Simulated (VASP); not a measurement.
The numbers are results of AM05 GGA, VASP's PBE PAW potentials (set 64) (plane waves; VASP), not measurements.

A VASP calculation is set up with these files.

### POSCAR
```
Ni3Fe
6.9670250
  0.4999999641   0.0000000000   0.0000000000
  0.0000000000   0.4999999641   0.0000000000
  0.0000000000   0.0000000000   0.4999999641
Fe Ni
1 3
Cartesian
  0.0000000000   0.0000000000   0.0000000000
  0.0000000000   0.2499999821   0.2499999821
  0.2499999821   0.0000000000   0.2499999821
  0.2499999821   0.2499999821   0.0000000000
```

### INCAR
```
! general
SYSTEM  = Ni3Fe
PREC    = Accurate
ENCUT   = 520
LREAL   = .FALSE.   ! projection in real space or not
LASPH   = .TRUE.

! electronic loop
EDIFF   = 1E-7
NELM    = 100   ! most electronic steps
ALGO    = Normal   ! blocked Davidson
LMAXMIX = 4   ! l cut-off of mixed one-centre charges

! smearing
ISMEAR  = -5

! functional
GGA     = AM   ! AM05

! spin
ISPIN   = 2
MAGMOM  = 2.8 3*0.6

! ions
ISIF    = 2   ! forces and stress, cell fixed

! output
LWAVE   = .FALSE.
LCHARG  = .TRUE.
LORBIT  = 11
NEDOS   = 601   ! DOS grid

! other
LEFG    = .TRUE.
```

**KPOINTS**
```
Regular mesh
0
Gamma
 10 10 10
```

POTCAR, in this order: Fe Ni (PBE.64 set). Program: vasp_std.

The run wrote:

File OUTCAR:
```
 ion  position               nearest neighbor table
   1  0.000  0.000  0.000-   2 2.46   3 2.46   4 2.46   2 2.46   3 2.46   2 2.46   4 2.46   2 2.46
                             3 2.46   4 2.46   3 2.46   4 2.46
   2  0.000  0.500  0.500-   1 2.46   3 2.46   4 2.46   1 2.46   4 2.46   1 2.46   3 2.46   1 2.46
                             3 2.46   4 2.46   4 2.46   3 2.46
   3  0.500  0.000  0.500-   1 2.46   2 2.46   4 2.46   1 2.46   4 2.46   2 2.46   4 2.46   4 2.46
                             1 2.46   2 2.46   1 2.46   2 2.46
   4  0.500  0.500  0.000-   1 2.46   2 2.46   3 2.46   2 2.46   3 2.46   1 2.46   3 2.46   3 2.46
                             1 2.46   2 2.46   2 2.46   1 2.46
  LATTYP: Found a simple cubic cell.
 ALAT       =     3.4835122501
 Subroutine PRICEL returns:
 Original cell was already a primitive cell.
 Subroutine GETGRP returns: Found 48 space group operations
The static configuration has the point symmetry O_h .
The dynamic configuration has the point symmetry O_h .
The overall configuration has the point symmetry O_h .
 Subroutine INISYM returns: Found 48 space group operations
 Subroutine IBZKPT returns following result:
 Found     56 irreducible k-points:

 Following reciprocal coordinates:
            Coordinates               Weight
  0.000000  0.000000  0.000000      1.000000
  0.100000  0.000000  0.000000      6.000000
...
```

File OSZICAR:
```
       N       E                     dE             d eps       ncg     rms          rms(c)
DAV:   1     0.242220789417E+03    0.24222E+03   -0.17531E+04  5784   0.216E+03
DAV:   2    -0.170910882251E+02   -0.25931E+03   -0.25072E+03  5640   0.376E+02
DAV:   3    -0.312057807544E+02   -0.14115E+02   -0.13428E+02  5783   0.122E+02
DAV:   4    -0.314128612170E+02   -0.20708E+00   -0.20587E+00  6010   0.152E+01
DAV:   5    -0.314184144742E+02   -0.55533E-02   -0.55502E-02  7941   0.205E+00    0.226E+01
DAV:   6    -0.278556441458E+02    0.35628E+01   -0.43958E+01  5760   0.102E+02    0.170E+01
DAV:   7    -0.304560018144E+02   -0.26004E+01   -0.19006E+01  6705   0.111E+02    0.253E+01
DAV:   8    -0.266212595768E+02    0.38347E+01   -0.15552E+01  6700   0.571E+01    0.520E+00
DAV:   9    -0.267095134302E+02   -0.88254E-01   -0.59060E-01  6346   0.956E+00    0.325E+00
DAV:  10    -0.266770025621E+02    0.32511E-01   -0.89354E-02  7583   0.765E+00    0.161E+00
DAV:  11    -0.266731902178E+02    0.38123E-02   -0.25444E-02  8683   0.208E+00    0.953E-01
DAV:  12    -0.266747270625E+02   -0.15368E-02   -0.44935E-03  7400   0.170E+00    0.249E-01
DAV:  13    -0.266745426897E+02    0.18437E-03   -0.11836E-03  7267   0.433E-01    0.926E-02
DAV:  14    -0.266744986987E+02    0.43991E-04   -0.95330E-05  6768   0.162E-01    0.655E-02
DAV:  15    -0.266745441978E+02   -0.45499E-04   -0.42740E-05  7333   0.166E-01    0.130E-02
DAV:  16    -0.266745561154E+02   -0.11918E-04   -0.74198E-06  6311   0.292E-02    0.356E-03
DAV:  17    -0.266745551753E+02    0.94006E-06   -0.22620E-07  4300   0.572E-03    0.113E-03
DAV:  18    -0.266745552769E+02   -0.10157E-06   -0.28789E-08  3017   0.195E-03    0.553E-04
DAV:  19    -0.266745554217E+02   -0.14486E-06   -0.93482E-09  3010   0.965E-04    0.288E-04
DAV:  20    -0.266745555494E+02   -0.12767E-06   -0.31034E-09  3012   0.622E-04    0.118E-04
DAV:  21    -0.266745555473E+02    0.20632E-08   -0.13699E-09  3021   0.345E-04
   1 F= -.26674556E+02 E0= -.26674556E+02  d E =0.000000E+00  mag=     4.6077
```

### OUTCAR
```
------------------------ aborting loop because EDIFF is reached ----------------------------------------
  FORCE on cell =-STRESS in cart. coord.  units (eV):
  Direction    XX          YY          ZZ          XY          YZ          ZX
  --------------------------------------------------------------------------------------
  Total       -0.0064293     -0.0064293     -0.0064293     -0.0000000      0.0000000     -0.0000000
  in kB       -0.2436803     -0.2436803     -0.2436803     -0.0000000      0.0000000     -0.0000000
  external PRESSURE =      -0.2436803 kB  Pullay stress =       0.0000000 kB
  volume of cell :       42.27
      direct lattice vectors                 reciprocal lattice vectors
     3.483512250  0.000000000  0.000000000     0.287066595  0.000000000  0.000000000
     0.000000000  3.483512250  0.000000000     0.000000000  0.287066595  0.000000000
     0.000000000  0.000000000  3.483512250     0.000000000  0.000000000  0.287066595
 POSITION                                       TOTAL-FORCE (eV/Angst)
 -----------------------------------------------------------------------------------
      0.00000      0.00000      0.00000         0.000000      0.000000      0.000000
      0.00000      1.74176      1.74176         0.000000      0.000000      0.000000
      1.74176      0.00000      1.74176         0.000000      0.000000      0.000000
      1.74176      1.74176      0.00000         0.000000      0.000000      0.000000
 -----------------------------------------------------------------------------------
    total drift:                                0.000000      0.000000      0.000000
  FREE ENERGIE OF THE ION-ELECTRON SYSTEM (eV)
  ---------------------------------------------------
  free  energy   TOTEN  =       -26.6745555473 eV

  energy  without entropy=      -26.6745555473  energy(sigma->0) =      -26.67455555

 total charge

# of ion       s       p       d       tot
------------------------------------------
    1        0.497   0.548   6.153   7.197
    2        0.526   0.560   8.347   9.433
    3        0.526   0.560   8.347   9.433
    4        0.526   0.560   8.347   9.433
--------------------------------------------------
tot          2.075   2.227  31.194  35.496

 magnetization (x)

# of ion       s       p       d       tot
------------------------------------------
    1        0.006  -0.001   2.809   2.814
    2       -0.016  -0.041   0.647   0.591
    3       -0.016  -0.041   0.647   0.591
    4       -0.016  -0.041   0.647   0.591
--------------------------------------------------
tot         -0.041  -0.122   4.749   4.586

 Electric field gradients after diagonalization (V/A^2)
 (convention: |V_zz| > |V_xx| > |V_yy|)
----------------------------------------------------------------------
 ion       V_xx      V_yy      V_zz     asymmetry (V_yy - V_xx)/ V_zz
----------------------------------------------------------------------
   1       0.000    -0.000     0.000      -0.815
   2      -0.369    -0.369     0.738       0.000
   3      -0.369    -0.369     0.738       0.000
   4      -0.369    -0.369     0.738       0.000
```
(Selected blocks of OUTCAR.)

**OUTCAR**
```
 val. band max:        9.0934080984   @ k =   0.4000   0.3000   0.3000

 cond. band min:       9.0388154466   @ k =   0.5000   0.5000   0.4000


 Fermi energy:         9.0677457977

 spin component 1

 k-point     1 :       0.0000    0.0000    0.0000
  band No.  band energies     occupation
      1      -0.3905      1.00000
      2       3.5099      1.00000
      3       3.5099      1.00000
      4       4.1380      1.00000
      5       4.2843      1.00000
      6       4.2843      1.00000
      7       4.2843      1.00000
      8       6.3079      1.00000
      9       6.3079      1.00000
     10       6.3079      1.00000
     11       7.4510      1.00000
     12       7.4510      1.00000
     13       8.2970      1.00000
     14       8.2970      1.00000
     15       8.3247      1.00000
     16       8.4558      1.00000
     17       8.4558      1.00000
     18       8.4558      1.00000
     19       8.5371      1.00000
     20       8.5371      1.00000
     21       8.5371      1.00000
     22      11.3167      0.00000
     23      11.3167      0.00000
     24      11.3167      0.00000
     25      18.3879      0.00000

 k-point     2 :       0.1000    0.0000    0.0000
  band No.  band energies     occupation
      1      -0.2559      1.00000
      2       3.5541      1.00000
      3       3.5766      1.00000
      4       4.1894      1.00000
      5       4.3268      1.00000
      6       4.3332      1.00000
      7       4.3332      1.00000
      8       6.2564      1.00000
      9       6.3461      1.00000
     10       6.3461      1.00000
     11       7.3993      1.00000
     12       7.4677      1.00000
     13       8.1610      1.00000
     14       8.1610      1.00000
     15       8.2336      1.00000
     16       8.2532      1.00000
     17       8.2918      1.00000
     18       8.4327      1.00000
     19       8.4327      1.00000
     20       8.4559      1.00000
     21       8.5373      1.00000
...
```

For a metal the tetrahedron method with Blöchl corrections gives inexact stress and forces.

The compound is Ni3Fe in the L1_2 structure. It was relaxed first, which changed the volume by -6 %.
